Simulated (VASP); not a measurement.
Given:

```
Mo
1.0
   -1.55719     1.55719     1.55719
    1.55719    -1.55719     1.55719
    1.55719     1.55719    -1.55719
Mo
1
Direct
  0.00000   0.00000   0.00000
```

Level of theory: LDA (Ceperley-Alder, Perdew-Zunger), VASP's LDA PAW potentials (set 64) (plane waves; VASP). Settings: 400 eV cut-off, 15×15×15 Γ-centred mesh, first-order Methfessel-Paxton smearing of 0.10 eV, potentials Mo_sv.

Task: Predict the energy per atom (σ→0), band gap (on the k-mesh) with the smallest direct gap where there is one.

Result: 
The band gap (on the k-mesh) comes out as none (metal, semimetal or under 0.01 eV) and the energy per atom (σ→0) is -12.125 eV/atom.

Total energies compare only between runs with the same potentials, cut-off and functional.

The compound is Mo in the bcc structure. It was relaxed first. The start is the result of an earlier pass.
